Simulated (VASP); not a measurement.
# CdF2 (fluorite): computed properties

Level of theory: PBEsol GGA, VASP's PBE PAW potentials (set 64) (plane waves; VASP).

| Property | Value |
|---|---|
| space group | Fm-3m (225) |
| cell | a = 5.399 Å, b = 5.399 Å, c = 5.399 Å, α = 90.00°, β = 90.00°, γ = 90.00° |
| volume per atom | 13.11 Å³/atom |
| band gap (over mesh and band path) | 2.88 eV |
| smallest direct gap (over mesh and band path) | 3.38 eV |
| Hill bulk modulus | 1090 kbar |
| Hill shear modulus | 31.7 GPa |
| Poisson's ratio | 0.367 |
| band-edge character without spin-orbit coupling | indirect, W to Γ |
| band gap with spin-orbit coupling | 2.88 eV |
| density | 6.35 g/cm³ |
| mean ε∞ (DFPT) | 2.87 |
| mean ε∞ (independent particles) | 2.88 |
| C11 | 182 GPa |
| C12 | 72.1 GPa |
| C44 | 21.6 GPa |

```yaml
crystal:
  lattice:
    - [0.00000, 2.69927, 2.69927]
    - [2.69927, 0.00000, 2.69927]
    - [2.69927, 2.69927, 0.00000]
  atoms:
    - { symbol: Cd, position: [0.00000, 0.00000, 0.00000] }
    - { symbol: F, position: [0.25000, 0.25000, 0.25000] }
    - { symbol: F, position: [0.75000, 0.75000, 0.75000] }
```

Measured: gap 7.80 eV (computed value off by -4.92 eV), as given by Giancarlo Cappellini et al., Physical Review B (2013), arXiv:1302.2571; ε∞ 2.40 at 300 K (computed value off by +19.5 %), as given by Rakita et al., (2019), arXiv:1907.03971.

The compound is CdF2 in the fluorite structure. It was relaxed first. Symmetry was kept, so distortions that lower it aren't found.
